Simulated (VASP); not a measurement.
SnO2 (rutile): the band gap from VASP (plane waves, PAW) at several levels of theory. Gaps are without spin-orbit coupling. Each level names its cell: its own relaxed one, PBE's, or the starting one. A gap is the smallest over the k-mesh and a band path; hybrids may have named points in place of the path, and GW has the mesh alone.

```csv
level,band gap (eV)
LDA (own cell),1.14
PBE (own cell),0.64
PBEsol (own cell),0.88
revPBE (own cell),0.53
PW91 (own cell),0.68
PBE-D3 (zero damping) (own cell),0.74
optB86b-vdW (own cell),0.81
vdW-DF2 (own cell),0.14
vdW-DF-cx (own cell),0.89
TPSS (own cell),0.88
MS2 (own cell),1.42
SCAN (own cell),1.68
r2SCAN (own cell),1.73
```

The cell of the LDA (own cell) run:

```
CELL_PARAMETERS angstrom
      4.72884     0.00000     0.00000
      0.00000     4.72884     0.00000
      0.00000     0.00000     3.19616
ATOMIC_POSITIONS crystal
  Sn 0.00000 0.00000 0.00000
  Sn 0.50000 0.50000 0.50000
  O  0.30598 0.30598 0.00000
  O  0.80598 0.19402 0.50000
  O  0.19402 0.80598 0.50000
  O  0.69402 0.69402 0.00000
```

Only levels that ran to the end are used. Left out are those held back, those with too coarse a band path, GW runs whose mesh misses a band edge, hybrids' fits of cells that aren't cubic and levels without matching references; a question may draw on a part of the rest.

The compound is SnO2 in the rutile structure.
